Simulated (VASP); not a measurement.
Here is the system:

```yaml
crystal:
  lattice:
    - [2.85048, 0.00000, 0.00000]
    - [0.00000, 2.85048, 0.00000]
    - [0.00000, 0.00000, 2.85048]
  atoms:
    - { symbol: Ga, position: [0.50000, 0.50000, 0.50000] }
    - { symbol: Co, position: [0.00000, 0.00000, 0.00000] }
```

Level of theory: PBE GGA with D3 dispersion (zero damping), VASP's PBE PAW potentials (set 64) (plane waves; VASP 6.6.1). Settings: 520 eV cut-off, 12×12×12 Γ-centred mesh, first-order Methfessel-Paxton smearing of 0.10 eV, potentials Ga_d Co.

Predict the energy per atom (σ→0), band gap (on the k-mesh) with the smallest direct gap where there is one.

- band gap (on the k-mesh) = none (metal, semimetal or under 0.01 eV)
- energy per atom (σ→0) = -5.591 eV/atom

The absolute energy has meaning only against runs of the same code, potentials and settings.

The compound is CoGa in the CsCl type structure. It was relaxed first. The start is the result of an earlier pass. The run is not spin-polarised, so no magnetic state was tried.
